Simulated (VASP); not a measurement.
A run of VASP 6.6.1:

The input INCAR:

```
  ALGO = Normal
  EDIFF = 1E-6
  EDIFFG = -0.01
  ENCUT = 600
  GGA = PS
  IBRION = 2
  ISIF = 3
  ISMEAR = 1
  KPAR = 2
  LASPH = True
  LCHARG = False
  LREAL = False
  LWAVE = False
  NELM = 80
  NSW = 90
  PREC = Accurate
  SIGMA = 0.1
```

KPOINTS

```
k-points
0
Gamma
  10 10 10
```

File POSCAR:

```
MgCu2
1.0
    0.0000000000      3.5105000000      3.5105000000
    3.5105000000      0.0000000000      3.5105000000
    3.5105000000      3.5105000000      0.0000000000
Mg Cu
2 4
Direct
    0.0000000000      0.0000000000      0.0000000000
    0.2500000000      0.2500000000      0.2500000000
    0.6250000000      0.6250000000      0.6250000000
    0.1250000000      0.6250000000      0.6250000000
    0.6250000000      0.6250000000      0.1250000000
    0.6250000000      0.1250000000      0.6250000000
```

Potentials or basis: VASP PAW PBE potentials, release 64 (Mg, Cu).

Command:

```bash
$ cat potpaw_PBE.64/Mg/POTCAR potpaw_PBE.64/Cu/POTCAR > POTCAR
$ mpirun -np 2 vasp_std > vasp.out
```

Hardware: 2 MPI ranks on Intel(R) Xeon(R) Platinum 8259CL CPU @ 2.50GHz (Skylake/Cascade Lake) (shared host).

Question: Estimate the wall time of this run.

Answer: Run time: 4 min on 2 MPI ranks on Intel(R) Xeon(R) Platinum 8259CL CPU @ 2.50GHz (Skylake/Cascade Lake), on a shared host, peak memory 0.33 GiB a rank. Counts: scf iterations 48, k points 47, ion steps 7.
